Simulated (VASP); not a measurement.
# Sn: relaxation of cell and atoms with PBEsol

The system is Sn.

```xyz
2
Lattice="0.0000 3.2333 3.2333 3.2333 0.0000 3.2333 3.2333 3.2333 0.0000" Properties=species:S:1:pos:R:3 pbc="T T T"
Sn    0.0000    0.0000    0.0000
Sn    1.6167    1.6167    1.6167
```

This isn't the form of Sn at room conditions, which is tetragonal (white tin).

| Quantity | Value |
| --- | --- |
| Program | VASP 6.6.1 |
| Task | relaxation of cell and atoms |
| Functional | PBEsol |
| Potentials or basis | VASP PAW PBE potentials, release 64 (Sn_d) |
| Cutoff | 600 eV |
| k mesh | 10 × 10 × 10 |
| Occupations | gaussian, width 0.03 eV |
| Spin | no spin polarisation |
| Further INCAR settings | ALGO = Normal; EDIFF = 1e-06; IBRION = 2; EDIFFG = -0.01; NSW = 90; ISIF = 3 |

```yaml
Relaxed_volume: 34.92 Å³/atom
Relaxed_cell: a = 4.622 Å, b = 4.622 Å, c = 4.622 Å, α = 60.00°, β = 60.00°, γ = 60.00°
Space_group_after_relaxing_to_0.05_Å: Fd-3m (No. 227)
Energy_gained_by_relaxing: 4.9 meV/atom
Ionic_steps: 3
Pressure_after_relaxing: 0.0 GPa
Band_gap_on_the_k_mesh: none (metal or under the smearing width)
```

The path:
| step | energy change (eV) | largest force (eV/Å) | pressure (GPa) | volume (Å³) |
| --- | --- | --- | --- | --- |
| 1 | 0.0000 | 0.0000 | 1.47 | 67.61 |
| 2 | -0.0086 | 0.0000 | -0.46 | 70.69 |
| 3 | -0.0099 | 0.0000 | 0.00 | 69.84 |

Final structure:
```
Sn
1.0
     0.00000    3.26858    3.26858
     3.26858    0.00000    3.26858
     3.26858    3.26858    0.00000
Sn
2
Cartesian
  0.0000 0.0000 0.0000
  1.6343 1.6343 1.6343
```

Levels at points of the mesh, in eV from the Fermi level:
```csv
k point,band 10,band 11,band 12,band 13,band 14,band 15,band 16,band 17,band 18
"(0.00, 0.00, 0.00)",-21.12,-10.41,-0.77,0.16,0.16,0.16,2.22,2.22,2.22
"(0.50, 0.00, 0.00)",-21.08,-8.83,-6.16,-1.01,-1.01,-0.03,3.28,3.28,5.62
"(0.50, 0.50, 0.00)",-21.06,-7.38,-7.38,-2.32,-2.32,0.86,0.86,7.65,7.65
```

Wall time 76 s on 2 MPI ranks on Intel(R) Xeon(R) Platinum 8488C (Sapphire Rapids), on a shared host, peak memory 0.27 GiB a rank.

Caveat: the PAW data sets were made with another functional, which shifts forces and pressure a little. Zero-point motion and thermal expansion aren't in these numbers.
